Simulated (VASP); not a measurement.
Here is a VASP 6.6.1 calculation.

INCAR

```
SYSTEM = Si2Cl
PREC = Accurate
ENCUT = 520
EDIFF = 1E-7
ISMEAR = -1
SIGMA = 0.05
LREAL = .False.
LASPH = .True.
NELM = 60
ALGO = Normal
ISIF = 2
LWAVE = .False.
LCHARG = .False.
GGA = PE
NBANDS = 14
```

KPOINTS

```
regular mesh
0
Gamma
  8 8 8
  0 0 0
```

File POSCAR:

```
Si2Cl
1.0
    1.9403900000      1.1202900000      5.5003700000
   -1.9403900000      1.1202900000      5.5003700000
    0.0000000000     -2.2405700000      5.5003700000
Si Cl
2 1
Direct
    0.1457800000      0.1457800000      0.1457800000
    0.8542200000      0.8542200000      0.8542200000
    0.0000000000      0.0000000000      0.0000000000
```

Potentials or basis: VASP PAW PBE potentials, release 64 (Si, Cl).

Run with:

```sh
$ cat potpaw_PBE.64/Si/POTCAR potpaw_PBE.64/Cl/POTCAR > POTCAR
$ mpirun -np 1 vasp_std > vasp.out
```

(1) What does it give for the largest force?

(2) Estimate the pressure.

(3) What does it give for the band gap on the k mesh?

## Answers

(1) 0.017 eV/Å.

(2) -0.1 GPa.

(3) none (metal or under the smearing width).

Caveat: an odd number of electrons without spin polarisation forces a metal; a magnetic or distorted state may lie lower.
